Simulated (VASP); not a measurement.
VASP ran on this input.

**INCAR**
```
# general
SYSTEM  = C
PREC    = Accurate
ENCUT   = 520
LREAL   = F
LASPH   = T

# electronic loop
EDIFF   = 1E-6
NELM    = 100
ALGO    = Normal
LMIXTAU = T

# smearing
ISMEAR  = 0
SIGMA   = 0.05

# functional
METAGGA = R2SCAN

# ions
IBRION  = 2
NSW     = 60
ISIF    = 3
EDIFFG  = -0.02

# output
LWAVE   = F
LCHARG  = F
```

### POSCAR
```
C
1
    2.4565842885     0.0000000000     0.0000000000
   -1.2282921443     2.1274648230    -0.0000000000
    0.0000000000     0.0000000000    24.1758617278
C
4
Direct
  0.0000000000   0.0000000000   0.5705363931
  0.0000000000   0.0000000000   0.4294636069
  0.3333330000   0.6666670000   0.4294761615
  0.6666670000   0.3333330000   0.5705238385
```

File KPOINTS:
```
Automatic mesh
0
G
 9 9 1
0 0 0
```

POTCAR, in this order: C (PBE.64 set). Program: vasp_std.

Problem. Write an equivalent input for Ansatz.

Solution. One equivalent input (not run):
Ansatz 0.2 input:
```yaml
crystal:
  lattice:
    - [2.4565843, 0.0000000, 0.0000000]
    - [-1.2282921, 2.1274648, 0.0000000]
    - [0.0000000, 0.0000000, 24.1758617]
  atoms:
    - { symbol: C, position: [0.0000000, 0.0000000, 0.5705364] }
    - { symbol: C, position: [0.0000000, 0.0000000, 0.4294636] }
    - { symbol: C, position: [0.3333330, 0.6666670, 0.4294762] }
    - { symbol: C, position: [0.6666670, 0.3333330, 0.5705238] }
kpoints:
  mp_grid: { grid: [9, 9, 1] }
hamiltonian:
  xc: r2scan
  pseudopotentials: { kind: paw }
scf:
  occupations: { method: gaussian, width: 0.05 }
  max_iter: 100
relax:
  max_steps: 60
  f_tol: 0.02
  cell: {}
output: { forces: true, stress: true, eigenvalues: true }
```
Limits of the translation: each code has its own PAW files, so the cut-off isn't converted (ENCUT is set for VASP's; basis.ecutwfc is left out, and Ansatz then takes the one that its files recommend); Ansatz stops its SCF on the density residual and VASP on the energy change (EDIFF).

The cell is a sheet with vacuum, built from a database entry that may be metastable or hypothetical.
